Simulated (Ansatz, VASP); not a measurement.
## Mg2CdTe4 in VASP and in Ansatz

POSCAR

```
Mg2CdTe4
1.0
    0.0000000000      6.0350360000      0.0000000000
    6.0350360000      0.0000000000      0.0000000000
    3.0175180000      3.0175180000     -6.0340600000
Mg Cd Te
2 1 4
Direct
    0.7500000000      0.2500000000      0.5000000000
    0.5000000000      0.5000000000      0.0000000000
    0.0000000000      0.0000000000      0.0000000000
    0.3650000000      0.4050000000      0.7300000000
    0.5950000000      0.0950000000      0.2700000000
    0.9050000000      0.8650000000      0.7300000000
    0.1350000000      0.6350000000      0.2700000000
```

The input INCAR.step1:

```
PREC = Accurate
ENCUT = 520
ISMEAR = 1
SIGMA = 0.0422
LREAL = False
LASPH = True
NELM = 100
NBANDS = 29
GGA = PE
ALGO = Normal
EDIFF = 1E-4
LWAVE = True
LCHARG = False
```

Contents of INCAR.step2:

```
PREC = Accurate
ENCUT = 520
EDIFF = 1E-6
ISMEAR = 1
SIGMA = 0.0422
LREAL = False
LASPH = True
NELM = 100
ALGO = Normal
ISIF = 2
LWAVE = False
LCHARG = False
METAGGA = R2SCAN
LMIXTAU = True
NBANDS = 29
ISTART = 1
```

Contents of KPOINTS:

```
regular mesh
0
Gamma
  5 5 5
```

Input for Ansatz:

```yaml
crystal:
  lattice:
    - [0.0, 6.035036, 0.0]
    - [6.035036, 0.0, 0.0]
    - [3.017518, 3.017518, -6.03406]
  atoms:
    - { symbol: Mg, position: [0.75, 0.25, 0.5] }
    - { symbol: Cd, position: [0.0, 0.0, 0.0] }
    - { symbol: Te, position: [0.365, 0.405, 0.73] }
    - { symbol: Te, position: [0.595, 0.095, 0.27] }
    - { symbol: Te, position: [0.905, 0.865, 0.73] }
    - { symbol: Te, position: [0.135, 0.635, 0.27] }
    - { symbol: Mg, position: [0.5, 0.5, 0.0] }
  symmetry: { tolerance: 0.0003 }
kpoints:
  mp_grid: { grid: [5, 5, 5], shift: [0, 0, 0] }
  band_path:
    path:
      - [0.0, 0.0, 0.0]
      - [0.5, -0.5, 0.0]
      - [0.5, -0.5, 0.25]
      - [0.0, -0.5, 0.0]
      - [0.0, 0.0, 0.0]
      - [0.0, 0.0, 0.5]
      - [0.0, -0.37495956, 0.31252022]
      - [0.0, -0.62504044, -0.31252022]
      - [0.0, 0.0, 0.0]
      - [0.5, -0.5, 0.0]
      - [0.37495956, -0.62504044, -0.12504044]
    npoints: 6
magnetization:
  spin_polarized: false
scf:
  occupations: { method: methfessel_paxton, width: 0.0422 }
  lower_state_search: "off"
  max_iter: 200
hamiltonian:
  pseudopotentials: { kind: paw }
  xc: r2scan
basis:
  ecutwfc: 500
  fft_grid_basis: typed
output:
  forces: true
  stress: true
  eigenvalues: true
  bader: true
  populations: true
  elf: true
  write_potential: true
  volumetric_format: npy
  dos:
    e_range: [-12, 8]
    de: 0.05
    projected: { site_lists: { Cd: [Cd], Mg: [Mg], Te: [Te] } }
checkpoint:
  read: saved_state
```

The cell was built by a generator and needn't be a form met in nature.

Alike in both runs: task single point; functional r2SCAN; k mesh 5 × 5 × 5; occupations methfessel-paxton of order 1, width 0.0422 eV; no spin polarisation.

|  | VASP | Ansatz |
| --- | --- | --- |
| version | VASP 6.6.1 | Ansatz 0.2.0 |
| potentials or method | VASP PAW PBE potentials, release 64 (Mg, Cd, Te) | PAW plane waves |
| plane-wave cutoff (eV) | 520 | 500 |
| valence electrons in the cell | 40 | 104 |

|  | VASP | Ansatz | Ansatz less VASP |
| --- | --- | --- | --- |
| pressure (GPa) | 4.8 | 4.8 | -0.02 |
| rms of the force components (eV/Å) | 0.335 | 0.330 | -0.0052 |

With one functional, cell and mesh, what is left measures potentials, basis and numerics. The two sets of potentials don't hold the same shells in valence.

Caveats: the PAW data sets were made with another functional, which shifts forces and pressure a little (VASP). Spin-orbit coupling is left out, which matters for the levels of Te.
